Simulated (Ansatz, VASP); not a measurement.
# Cross-check of MnO (Manganosite) between VASP and Ansatz, part 2 of 2

One calculation is typed for both programs; each brings its own data sets and cutoff. How far apart do they land? The cell is taken from a series of VASP runs on this material, whose earlier steps may have relaxed, scaled or displaced it; both programs get it as it stands.

VASP 6.6.1 and Ansatz 0.2.0.

So far: Set-up; VASP: relaxation of cell and atoms, PBEsol, DFT+U.

## (3) Ansatz: relaxation of cell and atoms, PBEsol, DFT+U

Level of this step: Ansatz beside VASP: Kohn-Sham DFT, plane waves, PBEsol, DFT+U (Ansatz).

Ansatz runs on its default PAW (the set named soft_2) files.

The same cell, functional, mesh and smearing now go to Ansatz, which takes its cutoff from its data sets.

Contents of input.yaml:

```yaml
crystal:
  lattice:
    - [0.0, 2.223, 2.223]
    - [2.223, 0.0, 2.223]
    - [2.223, 2.223, 0.0]
  atoms:
    - { symbol: Mn, position: [0.0, 0.0, 0.0], spin: 4.0 }
    - { symbol: O, position: [0.5, 0.5, 0.5] }
hamiltonian:
  xc: pbesol
  pseudopotentials: { kind: paw }
  hubbard: { sites: [{ species: Mn, l: d, u_eff: 3.9 }] }
magnetization:
  spin_polarized: true
kpoints:
  mp_grid: { grid: [8, 8, 8] }
scf:
  occupations: { method: gaussian, width: 0.03 }
relax:
  f_tol: 0.01
  max_steps: 60
  cell: { stress_tol: 0.05 }
output:
  forces: true
  stress: true
```

The run is started by

```console
$ ansatz run input.yaml --threads 4 --pin off --max-ram 9216MiB --backend cpu --events-out ev --progress --plain --runs-dir out
```

Numbers of over 12 decimals in the logs are rounded to 6 here.

What it wrote:

```text
Mn: projections on atomic orbitals take those of the free atom [Ne] 3s2 3p6 3d5 4s2, of charge +0.00 (hamiltonian.pseudopotentials.projection_atoms); the dataset's partial waves leave at most 9.0e-7 of an orbital's norm unspanned inside its sphere
O: projections on atomic orbitals take those of the free atom [He] 2s2 2p4, of charge +0.00 (hamiltonian.pseudopotentials.projection_atoms); the dataset's partial waves leave at most 1.9e-8 of an orbital's norm unspanned inside its sphere
Engine: ansatz 0.2.0, aarch64-unknown-linux-gnu
Pseudopotentials: kind: paw
Pseudopotential: Mn, paw, valence charge 15, recommended cutoff 420 eV (normal), Mn.paw.azcp
Pseudopotential: O, paw, valence charge 6, recommended cutoff 420 eV (normal), O.paw.azcp
Functional definition: PBEsol
  exchange = pbesol_x
  correlation = pbesol_c
Crystal: 2 atoms, lattice volume = 21.971 Å³
Basis set: ecut = 420 eV, 411 PW (Γ), exchange–correlation on 48×48×48 points (8 copies of the dense FFT grid, shifted against one another)
Bands: 17, of which v1, the nominal top of the filled ones, is band 11 counted from 1 (10 counted from 0)
Symmetry: 48 space group operations
Space group: Fm-3m (ITA 225), of the structure as read, at distance tolerance 2.8e-5 Å
Magnetic group: BNS 225.116 (UNI 1618), of the structure as read, at distance tolerance 2.8e-5 Å
k-points: 29 of 512
Non-local potential: Mn, projectors of the file, l = 0: 3, l = 1: 2, l = 2: 3, l = 3: 1
Non-local potential: O, projectors of the file, l = 0: 2, l = 1: 2, l = 2: 1
PAW form: soft (Blöchl's): semilocal exchange-correlation on the pseudo side does not see the compensation charge
PAW frozen core: Mn, regenerated for the run's functional, and the local potential with it (the file was generated under x = pbe(κ = 0.804, μ = 0.219515), c = pbe(β = 0.066725))
PAW frozen core: O, regenerated for the run's functional, and the local potential with it (the file was generated under x = pbe(κ = 0.804, μ = 0.219515), c = pbe(β = 0.066725))
PAW one-centre angular grid: Mn, 590 points (default); XC on 64 Gauss nodes
PAW one-centre angular grid: O, 110 points (default); XC on 64 Gauss nodes
Initial density: superposition of atomic densities (chi_scale 0.1, normalization cell, long waves kept (reshape's long-wave potential 0.00 eV rms))
Starting moments: Σ|m| = 4 μB on 1 of 2 sites
Initial wavefunctions: pseudopotential atomic-orbital guess
Functional: x = pbesol(κ = 0.804, μ = 0.123457), c = pbesol(β = 0.046)
SCF iter   1: F=—  HF=-4429.820225 eV  |F-HF|=—  |Δ(HF+E_count)|=         —  Δρ=1.56e-1 (↑1.56e-1 ↓7.95e-2)  dr2=7.70e0  dr2_m=1.04e0  M=4.709 μB ∫|m|=4.709 μB  β_m=1.00  ethr=3.10e-3  ⟨swp⟩=3.9  Hψ=4067  notcnv=0
preconditioner: auto → none  [insulator: Δε(μ)=0.043 eV  Ē_g=13.447 eV  σ=0.030 eV  W_gap=0.61  n_scr=8 (ndim 8)  ℏωp=28.6 eV  f_vac=0.000  D(μ)=1.28/eV (n_scr^D=14)  ε∞_Penn≈5.5]
SCF iter   2: F=—  HF=-4428.573346 eV  |F-HF|=—  |Δ(HF+E_count)|=    1.25e0  Δρ=4.74e-2 (↑3.78e-2 ↓4.74e-2)  dr2=9.63e-1  dr2_m=1.44e-1  M=5.000 μB ∫|m|=5.000 μB  β_m=1.00  ethr=3.10e-3  ⟨swp⟩=3.0  Hψ=2586  notcnv=0  defer=83
SCF iter   3: F=—  HF=-4428.467809 eV  |F-HF|=—  |Δ(HF+E_count)|=   1.06e-1  Δρ=1.20e-2 (↑1.20e-2 ↓1.09e-2)  dr2=9.03e-2  dr2_m=5.83e-4  M=5.000 μB ∫|m|=5.000 μB  β_m=1.00  ethr=3.10e-3  ⟨swp⟩=2.1  Hψ=1594  notcnv=0  defer=80
SCF iter   4: F=—  HF=-4428.554277 eV  |F-HF|=—  |Δ(HF+E_count)|=   8.65e-2  Δρ=7.77e-3 (↑7.77e-3 ↓7.06e-3)  dr2=2.12e-2  dr2_m=1.90e-4  M=5.000 μB ∫|m|=5.000 μB  β_m=1.00  ethr=4.30e-4  ⟨swp⟩=2.1  Hψ=1629  notcnv=0  defer=77
SCF iter   5: F=—  HF=-4428.602235 eV  |F-HF|=—  |Δ(HF+E_count)|=   4.80e-2  Δρ=3.06e-3 (↑2.08e-3 ↓3.06e-3)  dr2=5.04e-3  dr2_m=1.26e-4  M=5.000 μB ∫|m|=5.000 μB  β_m=0.30  ethr=1.01e-4  ⟨swp⟩=2.6  Hψ=1685  notcnv=0  defer=77
Mixer restart at iter 5: flushing history
spin-set hold released at iteration 5 (site moments contracting): the magnetisation degrees of freedom join the quasi-Newton model from the next iteration; the mixer history was flushed
SCF iter   6: F=—  HF=-4428.624114 eV  |F-HF|=—  |Δ(HF+E_count)|=   2.19e-2  Δρ=1.19e-3 (↑1.19e-3 ↓1.07e-3)  dr2=1.08e-4  dr2_m=1.94e-4  M=5.000 μB ∫|m|=5.000 μB  β_m=0.61  ethr=2.40e-5  ⟨swp⟩=2.2  Hψ=1655  notcnv=0  defer=77
SCF iter   7: F=—  HF=-4428.653012 eV  |F-HF|=—  |Δ(HF+E_count)|=   2.89e-2  Δρ=5.95e-3 (↑5.14e-3 ↓5.95e-3)  dr2=2.29e-2  dr2_m=9.33e-5  M=5.000 μB ∫|m|=5.000 μB  β_m=0.48  ethr=5.12e-7  ⟨swp⟩=3.0  Hψ=2233  notcnv=0  defer=77
SCF iter   8: F=—  HF=-4428.647500 eV  |F-HF|=—  |Δ(HF+E_count)|=   5.51e-3  Δρ=5.90e-4 (↑5.90e-4 ↓5.50e-4)  dr2=1.28e-5  dr2_m=6.01e-5  M=5.000 μB ∫|m|=5.000 μB  β_m=0.55  ethr=5.12e-7  ⟨swp⟩=3.0  Hψ=2141  notcnv=0  defer=75
SCF iter   9: F=—  HF=-4428.647523 eV  |F-HF|=—  |Δ(HF+E_count)|=   2.25e-5  Δρ=3.16e-4 (↑3.16e-4 ↓2.22e-4)  dr2=2.56e-6  dr2_m=1.41e-5  M=5.000 μB ∫|m|=5.000 μB  β_m=0.64  ethr=6.11e-8  ⟨swp⟩=2.0  Hψ=1624  notcnv=0  defer=75
SCF iter  10: F=—  HF=-4428.647525 eV  |F-HF|=—  |Δ(HF+E_count)|=   2.10e-6  Δρ=3.13e-5 (↑3.13e-5 ↓1.21e-5)  dr2=7.96e-8  dr2_m=8.89e-8  M=5.000 μB ∫|m|=5.000 μB  β_m=0.65  ethr=1.22e-8  ⟨swp⟩=2.1  Hψ=1384  notcnv=0  defer=75
[...]
atom   1  Mn    -0.00000000     0.00000000     0.00000000
  atom   2  O      0.00000000     0.00000000    -0.00000000
  max |Σ_I F_I| component: 7.68e-29 eV/Å
--- Stress (GPa, compression-positive) ---
        0.006564       0.000000      -0.000000
       -0.000000       0.006564       0.000000
       -0.000000      -0.000000       0.006564
  P = ⅓ Tr σ = 0.0066 GPa (0.066 kbar)
Occupation matrices written to <dir>
--- The result so far, ahead of a search for a lower minimum behind the relaxation; the run's own can be another ---
--- Relaxed structure (4 steps of the walk, 4 accepted, 2 SCFs on fresh bases) ---
  F+E_penalty+E_count = -4428.65100863 eV   max|allowed force component| = 4.575e-29 eV/Å   (the final SCF, on the basis selected at the relaxed cell)
  cell:  # Å, volume = 22.3623 Å³
    - [0, 2.236122, 2.236122]
    - [2.236122, 0, 2.236122]
    - [2.236122, 2.236122, 0]
  atoms:
    - { symbol: Mn, position: [0, 0, 0] }
    - { symbol: O, position: [0.500000, 0.500000, 0.500000] }
--- Search for a lower minimum behind the relaxation: the rows below count on from the relaxation's ---
SCF iter   1: F=—  HF=-4429.515675 eV  |F-HF|=—  |Δ(HF+E_count)|=         —  Δρ=1.42e-1 (↑1.42e-1 ↓8.74e-2)  dr2=8.34e0  dr2_m=6.55e-1  M=4.703 μB ∫|m|=4.703 μB  β_m=1.00  ethr=3.10e-3  ⟨swp⟩=3.9  Hψ=4066  notcnv=0
preconditioner: auto → none  [insulator: Δε(μ)=0.050 eV  Ē_g=13.270 eV  σ=0.030 eV  W_gap=0.66  n_scr=8 (ndim 8)  ℏωp=28.3 eV  f_vac=0.000  D(μ)=1.31/eV (n_scr^D=14)  ε∞_Penn≈5.6]
SCF iter   2: F=—  HF=-4428.394424 eV  |F-HF|=—  |Δ(HF+E_count)|=    1.12e0  Δρ=5.13e-2 (↑3.79e-2 ↓5.13e-2)  dr2=1.14e0  dr2_m=1.49e-1  M=5.000 μB ∫|m|=5.000 μB  β_m=1.00  ethr=3.10e-3  ⟨swp⟩=3.0  Hψ=2598  notcnv=0  defer=77
SCF iter   3: F=—  HF=-4428.298970 eV  |F-HF|=—  |Δ(HF+E_count)|=   9.55e-2  Δρ=1.20e-2 (↑1.20e-2 ↓1.12e-2)  dr2=9.74e-2  dr2_m=5.23e-4  M=5.000 μB ∫|m|=5.000 μB  β_m=1.00  ethr=3.10e-3  ⟨swp⟩=2.3  Hψ=1621  notcnv=0  defer=75
SCF iter   4: F=—  HF=-4428.474025 eV  |F-HF|=—  |Δ(HF+E_count)|=   1.75e-1  Δρ=8.03e-3 (↑8.03e-3 ↓7.32e-3)  dr2=2.36e-2  dr2_m=2.16e-4  M=5.000 μB ∫|m|=5.000 μB  β_m=1.00  ethr=4.64e-4  ⟨swp⟩=2.1  Hψ=1632  notcnv=0  defer=76
SCF iter   5: F=—  HF=-4428.564662 eV  |F-HF|=—  |Δ(HF+E_count)|=   9.06e-2  Δρ=2.69e-3 (↑2.14e-3 ↓2.69e-3)  dr2=4.33e-3  dr2_m=1.25e-4  M=5.000 μB ∫|m|=5.000 μB  β_m=0.30  ethr=1.12e-4  ⟨swp⟩=2.6  Hψ=1749  notcnv=0  defer=77
Mixer restart at iter 5: flushing history
spin-set hold released at iteration 5 (site moments contracting): the magnetisation degrees of freedom join the quasi-Newton model from the next iteration; the mixer history was flushed
SCF iter   6: F=—  HF=-4428.607781 eV  |F-HF|=—  |Δ(HF+E_count)|=   4.31e-2  Δρ=9.98e-4 (↑9.98e-4 ↓8.37e-4)  dr2=1.12e-4  dr2_m=1.12e-4  M=5.000 μB ∫|m|=5.000 μB  β_m=0.61  ethr=2.06e-5  ⟨swp⟩=2.2  Hψ=1564  notcnv=0  defer=77
SCF iter   7: F=—  HF=-4428.656443 eV  |F-HF|=—  |Δ(HF+E_count)|=   4.87e-2  Δρ=5.73e-3 (↑5.25e-3 ↓5.73e-3)  dr2=2.28e-2  dr2_m=1.24e-4  M=5.000 μB ∫|m|=5.000 μB  β_m=0.47  ethr=5.35e-7  ⟨swp⟩=3.0  Hψ=2237  notcnv=0  defer=75
SCF iter   8: F=—  HF=-4428.650994 eV  |F-HF|=—  |Δ(HF+E_count)|=   5.45e-3  Δρ=4.66e-4 (↑4.66e-4 ↓3.92e-4)  dr2=1.02e-5  dr2_m=3.35e-5  M=5.000 μB ∫|m|=5.000 μB  β_m=0.52  ethr=5.35e-7  ⟨swp⟩=2.8  Hψ=2148  notcnv=0  defer=75
SCF iter   9: F=—  HF=-4428.651006 eV  |F-HF|=—  |Δ(HF+E_count)|=   1.13e-5  Δρ=2.55e-4 (↑2.55e-4 ↓2.01e-4)  dr2=1.12e-6  dr2_m=1.03e-5  M=5.000 μB ∫|m|=5.000 μB  β_m=0.68  ethr=4.87e-8  ⟨swp⟩=2.2  Hψ=1512  notcnv=0  defer=75
SCF iter  10: F=—  HF=-4428.651009 eV  |F-HF|=—  |Δ(HF+E_count)|=   3.02e-6  Δρ=3.36e-5 (↑3.36e-5 ↓6.93e-6)  dr2=1.42e-7  dr2_m=7.40e-8  M=5.000 μB ∫|m|=5.000 μB  β_m=0.63  ethr=5.34e-9  ⟨swp⟩=2.0  Hψ=1390  notcnv=0  defer=75
SCF iter  11: F=-4428.651009 eV  HF=-4428.651009 eV  |F-HF|=9.36e-9  |Δ(HF+E_count)|=   2.18e-8  Δρ=1.07e-5 (↑9.83e-6 ↓1.07e-5)  dr2=9.15e-10  dr2_m=2.14e-8  M=5.000 μB ∫|m|=5.000 μB  ethr=4.76e-10  ⟨swp⟩=2.2  Hψ=1839  notcnv=0
SCF 1 converged in 11 iterations: F = -4428.651009 eV  dr2 = 9.15e-10
SCF converged after 4 iterations
Magnetization: 5.0000 μB (13.0000 up, 8.0000 down)
Absolute magnetization: 5.0000 μB (∫|ρ↑−ρ↓|, with the PAW one-centre terms)
Spin contamination: 0.0055 ħ² per cell (⟨S²⟩ above its minimum at these occupations)
Per-site moments (μB) at R_I (Å): [(4.280040, 0.922401), (0.172608, 0.922401)]
Free energy (F): -4428.651009 eV
Harris-Foulkes:  -4428.651009 eV  (|F-HF|=1.82e-12)
Internal energy: -4428.650940 eV  (E = F + TS)
E sigma→0 (E₀):  -4428.650974 eV
Entropy (-TS):   -0.000069 eV (-0.034 meV/atom)
Fermi energy:    12.340541 eV
--- Per-component energies (eV) ---
  E_band       = -263.852442
  E_kinetic    = 472.270992
  E_local      = -2249.939772  (includes V_loc(G=0)·N_el)
  E_nonlocal   = 304.921340
  E_hartree    = 898.479735
  E_xc         = -182.383522
  E_vxc        = -234.164053  (∫ρ·V_xc dr)
  E_hubbard    = 0.513401  (on-site DFT+U / exact-exchange correction)
  E_vhub       = -9.210116  (the Hubbard potential's part of the band-sum identity)
  E_paw        = -1430.464125  (= ΣΔE_a)
  E_vpaw       = -344.692821  (= ΣTr[D̂ρ^β])
  E_aug_tail   = 0.002425  (compensation charges beyond the density's cutoff)
  E_ewald      = -2242.256352
  E_core_change = 0.204938  (= ΣΔE_core)
  E_smearing   = -0.000069  (= −TS)
  E_closure    = -0.000000  (closes the sum)
  Σ components = -4428.651009   (vs F -4428.651009, Δ=0.00e0)
--- Forces (eV/Å), atoms counted from 1 ---
  atom   1  Mn    -0.00000000     0.00000000     0.00000000
  atom   2  O      0.00000000     0.00000000    -0.00000000
  max |Σ_I F_I| component: 7.68e-29 eV/Å
--- Stress (GPa, compression-positive) ---
        0.006564       0.000000      -0.000000
       -0.000000       0.006564       0.000000
       -0.000000      -0.000000       0.006564
  P = ⅓ Tr σ = 0.0066 GPa (0.066 kbar)
--- Relaxed structure (4 steps of the walk, 4 accepted, 2 SCFs on fresh bases) ---
  F+E_penalty+E_count = -4428.65100863 eV   max|allowed force component| = 4.575e-29 eV/Å   (the final SCF, on the basis selected at the relaxed cell)
  cell:  # Å, volume = 22.3623 Å³
    - [0, 2.236122, 2.236122]
    - [2.236122, 0, 2.236122]
    - [2.236122, 2.236122, 0]
  atoms:
    - { symbol: Mn, position: [0, 0, 0] }
    - { symbol: O, position: [0.500000, 0.500000, 0.500000] }
```

Run time: 4.5 s. Hardware: 4 threads of Arm Neoverse V1, shared host; peak memory 0.33 GiB.

## (4) Differences

Known differences besides the potentials themselves: U acts on the PAW sphere in VASP and on atomic orbitals in Ansatz, so only states and trends compare; both relaxations stop at a tolerance, which leaves soft axes loose, and VASP keeps its plane-wave basis; the data sets hold 21 valence electrons in Ansatz (default PAW (the set named soft_2) files) and 19 in VASP; the cutoff is 420 eV in Ansatz and 520 eV in VASP; Ansatz makes its cores anew for this functional, VASP keeps those of its PBE data sets; Ansatz adds a Pulay correction to the stress that steers its cell, VASP none; site moments are counted in spheres of each program's own size. Total energies have different zeros and are not compared.

Both answers:

```tsv
quantity	Ansatz	VASP	difference
volume (Å³)	22.36	22.13	+1.04 %
edge a after relaxation, in the typed setting (Å)	3.162	3.151	+0.35 %
total moment (μB)	5.00	5.00	0.00
moment on Mn1 (μB)	4.28	4.62	-0.33
moment on O2 (μB)	0.17	0.15	+0.02
```

The walks stopped with 0.01 GPa left in Ansatz and -0.03 GPa in VASP; each walk ends within a tolerance, so the volume difference is uncertain by about these residues over the bulk modulus, most in soft cells.

## (5) VASP: relaxation of cell and atoms, PBE, DFT+U

The relaxed volume is the usual yardstick between codes: its relative difference is about their pressure difference at one cell divided by the bulk modulus. The cell compared in this pair holds 23.03 Å³, against 21.97 Å³ for the pair before.

Contents of INCAR:

```
SYSTEM = MnO
PREC = Accurate
ENCUT = 520
EDIFF = 1E-07
NELM = 100
ISMEAR = 0
SIGMA = 0.03
LREAL = .FALSE.
ALGO = Normal
GGA = PE
NBANDS = 16
ISPIN = 2
MAGMOM = 4 0
LDAU = .TRUE.
LDAUTYPE = 2
LDAUL = 2 -1
LDAUU = 3.9 0
LDAUJ = 0 0
LDAUPRINT = 1
LASPH = .TRUE.
LMAXMIX = 4
LORBIT = 11
LWAVE = .FALSE.
LCHARG = .FALSE.
KPAR = 2
IBRION = 2
NSW = 50
ISIF = 3
EDIFFG = -0.002
```

Contents of POSCAR:

```
MnO
1.0
    0.0000000000      2.2581309555      2.2581309555
    2.2581309555      0.0000000000      2.2581309555
    2.2581309555      2.2581309555      0.0000000000
Mn O
1 1
Direct
    0.0000000000      0.0000000000      0.0000000000
    0.5000000000      0.5000000000      0.5000000000
```

Contents of KPOINTS:

```
Automatic mesh
0
Gamma
8 8 8
0 0 0
```

PAW data sets: Mn_pv and O (PBE family, release 64).

The run is started by

```console
$ mpirun -np 2 vasp_std
```

What it wrote:

```text
[banner, memory and clock lines left out]
running    2 mpi-ranks, on    1 nodes
[...]
LDA part: xc-table for (Slater+PW92), standard interpolation
 POSCAR, INCAR and KPOINTS ok, starting setup
[...]
entering main loop
       N       E                     dE             d eps       ncg     rms          rms(c)
DAV:   1     0.161953033828E+03    0.16195E+03   -0.10933E+04  1864   0.137E+03
DAV:   2    -0.898905965128E+01   -0.17094E+03   -0.16149E+03  2048   0.368E+02
DAV:   3    -0.159466731242E+02   -0.69576E+01   -0.69366E+01  2040   0.835E+01
DAV:   4    -0.160028152712E+02   -0.56142E-01   -0.56141E-01  2112   0.774E+00
[...]
DAV:  14    -0.154848043134E+02   -0.65167E-06   -0.54292E-06  1872   0.244E-02    0.689E-03
DAV:  15    -0.154848056785E+02   -0.13651E-05   -0.30544E-07  1888   0.783E-03    0.171E-03
DAV:  16    -0.154848056485E+02    0.30027E-07   -0.45827E-08  1032   0.190E-03
   1 F= -.15484806E+02 E0= -.15484805E+02  d E =-.154848E+02  mag=     5.0000
[... from here on, the cycles between the ionic steps are left out ...]
   2 F= -.15484808E+02 E0= -.15484807E+02  d E =-.218756E-05  mag=     5.0000
   3 F= -.15484809E+02 E0= -.15484808E+02  d E =-.313169E-05  mag=     5.0000
   4 F= -.15484809E+02 E0= -.15484808E+02  d E =-.295824E-05  mag=     5.0000
[...]
reached required accuracy - stopping structural energy minimisation
```

Parts of OUTCAR (step 5):

```text
  Total       -0.0028562     -0.0028562     -0.0028562      0.0000000      0.0000000     -0.0000000
  in kB       -0.1985691     -0.1985691     -0.1985691      0.0000000      0.0000000     -0.0000000
  external PRESSURE =      -0.1985691 kB  Pullay stress =       0.0000000 kB

 POSITION                                       TOTAL-FORCE (eV/Angst)
 -----------------------------------------------------------------------------------
      0.00000      0.00000      0.00000         0.000000      0.000000      0.000000
      2.25867      2.25867      2.25867        -0.000000      0.000000     -0.000000
 -----------------------------------------------------------------------------------
    total drift:                                0.000000     -0.000000     -0.000000

  FREE ENERGIE OF THE ION-ELECTRON SYSTEM (eV)
  ---------------------------------------------------
  free  energy   TOTEN  =       -15.4848086067 eV

  energy  without entropy=      -15.4848072678  energy(sigma->0) =      -15.48480794

 magnetization (x)
# of ion       s       p       d       tot
------------------------------------------
    1        0.033   0.025   4.571   4.630
    2        0.022   0.122   0.000   0.144
--------------------------------------------------
tot          0.055   0.147   4.571   4.774

[... 2 parts as in an earlier step ...]

[... 2 further parts left out ...]
[key lines of the parts left out:]
E-fermi :   6.2901
```

## (6) Ansatz: relaxation of cell and atoms, PBE, DFT+U

The same cell, functional, mesh and smearing now go to Ansatz, which takes its cutoff from its data sets.

The cell is taken from a series of VASP runs on this material, whose earlier steps may have relaxed, scaled or displaced it; both programs get it as it stands.

input.yaml, the sections that differ from step 3:

```yaml
crystal:
  lattice:
    - [0.0, 2.2581309555, 2.2581309555]
    - [2.2581309555, 0.0, 2.2581309555]
    - [2.2581309555, 2.2581309555, 0.0]
  atoms:
    - { symbol: Mn, position: [0.0, 0.0, 0.0], spin: 4.0 }
    - { symbol: O, position: [0.5, 0.5, 0.5] }
hamiltonian:
  xc: pbe
  pseudopotentials: { kind: paw }
  hubbard: { sites: [{ species: Mn, l: d, u_eff: 3.9 }] }
# magnetization, kpoints, scf, relax, output: as in step 3
```

The run is started by

```console
$ ansatz run input.yaml --threads 4 --pin off --max-ram 9216MiB --backend cpu --events-out ev --progress --plain --runs-dir out
```

What it wrote:

```text
[...]
Crystal: 2 atoms, lattice volume = 23.029 Å³
Basis set: ecut = 420 eV, 459 PW (Γ), exchange–correlation on 48×48×48 points (8 copies of the dense FFT grid, shifted against one another)
Bands: 17, of which v1, the nominal top of the filled ones, is band 11 counted from 1 (10 counted from 0)
Symmetry: 48 space group operations
[...]
-0.000000       0.003105      -0.000000
       -0.000000       0.000000       0.003105
  P = ⅓ Tr σ = 0.0031 GPa (0.031 kbar)
--- Relaxed structure (4 steps of the walk, 4 accepted, 2 SCFs on fresh bases) ---
[...]
cell:  # Å, volume = 23.2864 Å³
    - [0, 2.266509, 2.266509]
    - [2.266509, 0, 2.266509]
    - [2.266509, 2.266509, 0]
  atoms:
    - { symbol: Mn, position: [0, 0, 0] }
    - { symbol: O, position: [0.5, 0.5, 0.5] }
[key lines of the parts left out:]
SCF converged after 4 iterations
Magnetization: 5.0000 μB (13.0000 up, 8.0000 down)
Free energy (F): -4465.567724 eV
Fermi energy:    11.661300 eV
```

Wall time 5.2 s (4 threads); peak memory 0.33 GiB.

## (7) Differences

Compared:

```tsv
quantity	Ansatz	VASP	difference
volume (Å³)	23.29	23.05	+1.04 %
edge a after relaxation, in the typed setting (Å)	3.205	3.194	+0.35 %
total moment (μB)	5.00	5.00	0.00
moment on Mn1 (μB)	4.32	4.63	-0.31
moment on O2 (μB)	0.16	0.14	+0.02
```

The walks stopped with 0.00 GPa left in Ansatz and -0.02 GPa in VASP; each walk ends within a tolerance, so the volume difference is uncertain by about these residues over the bulk modulus, most in soft cells.

## (8) Summary of results

| Property | Result |
| --- | --- |
| difference in volume (relaxation of cell and atoms, PBEsol, DFT+U) | 1.0 % |
| difference in volume (relaxation of cell and atoms, PBE, DFT+U) | 1.0 % |

The difference in volume is 1.0 % (relaxation of cell and atoms, PBE, DFT+U). How closely two codes agree says nothing of how well the functional describes the real material.

[Lines on the potential files, build, host, timing and source positions are cut from VASP's logs without a mark.]

[Logs are printed without paths, hosts, clocks, repeated set-up lines and the standing remarks that a program may print on its own settings, such as how far it seeks lower states.]

[Hosts, paths, dates, database ids (printed as entryN), source tags and the programs' standing remarks are cut or masked in the printed files.]
